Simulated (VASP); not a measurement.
Here is the system:

```xyz
4
Lattice="2.8681 0.0000 0.0000 -1.4340 2.4838 0.0000 0.0000 0.0000 8.3212" Properties=species:S:1:pos:R:3 pbc="T T T"
Ti     0.0000     0.0000     0.0000
Ti     0.0000     0.0000     4.1606
Si     0.0000     1.6559     2.0803
Si     1.4340     0.8279     6.2409
```

Calculation: r2SCAN meta-GGA, VASP's PBE PAW potentials (set 64) (plane waves; VASP). Numerical set-up: 400 eV cut-off, 14×14×4 Γ-centred mesh, tetrahedra with Blöchl corrections, potentials Ti_sv Si.

Problem. Predict the energy per atom (σ→0), band gap (over mesh and band path) with the smallest direct gap where there is one.

Solution. 
```yaml
band gap (over mesh and band path): none (metal, semimetal or under 0.01 eV)
energy per atom (σ→0): -11.345 eV/atom
```

The structure was generated: TiSi was put into the NiAs type type (P6_3/mmc), which need not be its known phase. It was relaxed first, which changed the volume by -39 %.
